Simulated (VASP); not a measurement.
Energy against volume of WC (wc). Calculation: PW91 GGA, VASP's PBE PAW potentials (set 64) (plane waves; VASP 6.6.1). Settings: 520 eV cut-off, 14×14×13 Γ-centred mesh, first-order Methfessel-Paxton smearing of 0.10 eV, potentials W_sv C.

Shape and ions are relaxed at each volume.

```
V (Å³/atom)  E (eV/atom)
-----------  -----------
10.288         -11.16492
10.607         -11.17729
10.925         -11.16694
11.243         -11.13721
```

Task: Fit these four points and predict the energy of the run at 9.970 Å³/atom.

Result: A cubic in V^(−2/3), the third-order Birch-Murnaghan form, passes through the four points with V0 = 10.61 Å³/atom and B0 = 379 GPa, and gives -11.1261 eV/atom there. The run gave -11.1259 eV/atom, +0.2 meV/atom from the fit; all five points give B0 = 379 GPa.

The compound is WC in the wc structure. It was relaxed first.
